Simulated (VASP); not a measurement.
# GeH₂SeCl₂: harmonic vibrations of a molecule

GeH₂SeCl₂, molecule in box, 6 atoms in the cell. PBE, harmonic vibrations; PAW potentials Cl, Ge_d, Se, H (PBE set).

## Input

INCAR.step1:
```
PREC = Accurate
ENCUT = 350
EDIFF = 1E-8
ISMEAR = 0
SIGMA = 0.01
ISYM = 0
LREAL = F
LASPH = T
NELM = 100
ALGO = Normal
LWAVE = F
LCHARG = F
IBRION = 2
NSW = 60
ISIF = 2
EDIFFG = -0.002
POTIM = 0.5
```

INCAR.step2:
```
PREC = Accurate
ENCUT = 350
EDIFF = 1E-8
ISMEAR = 0
SIGMA = 0.01
ISYM = 0
LREAL = F
LASPH = T
NELM = 100
ALGO = Normal
LWAVE = F
LCHARG = F
IBRION = 5
NFREE = 2
POTIM = 0.015
NSW = 1
```

KPOINTS:
```
k-points
0
Gamma
  1 1 1
```

POSCAR.step1:
```
GeH2SeCl2
1.0
   13.0000000000      0.0000000000      0.0000000000
    0.0000000000     13.0000000000      0.0000000000
    0.0000000000      0.0000000000     13.0000000000
Cl Ge Se H
2 1 1 2
Direct
    0.3968153800      0.5438307700      0.3726307700
    0.3717307700      0.5750230800      0.6326000000
    0.4535461500      0.4900307700      0.5176307700
    0.6302692300      0.5161692300      0.5315692300
    0.4283076900      0.3756846200      0.5289000000
    0.6177076900      0.6275461500      0.5171923100
```

Commands (each step's output is kept before the next begins):
```
cat potpaw_PBE.64/Cl/POTCAR potpaw_PBE.64/Ge_d/POTCAR potpaw_PBE.64/Se/POTCAR potpaw_PBE.64/H/POTCAR > POTCAR
cp INCAR.step1 INCAR
cp POSCAR.step1 POSCAR
mpirun -np 4 vasp_gam > vasp.out
cp CONTCAR POSCAR
cp INCAR.step2 INCAR
mpirun -np 4 vasp_gam > vasp.out
```

## Result

- Vibrations (cm⁻¹; a negative value is imaginary): 2354, 2093, 717, 664, 581, 397, 390, 271, 148, 135, 122, 83
- Zero-point energy (eV): 0.493
- Translations and rotations, which should read zero (cm⁻¹): -8, -6, -1, 2, 7, 10
- Vibrational entropy at 298 K (meV/K): 0.744
- Displaced cells: 36
- Ionic steps, all stages: 67
- Electronic steps, all stages: 1127

VASP 6.6.1 took 1286 s on 4 cores (Intel Xeon Platinum 8375C @ 2.90GHz (Ice Lake)), a shared host.
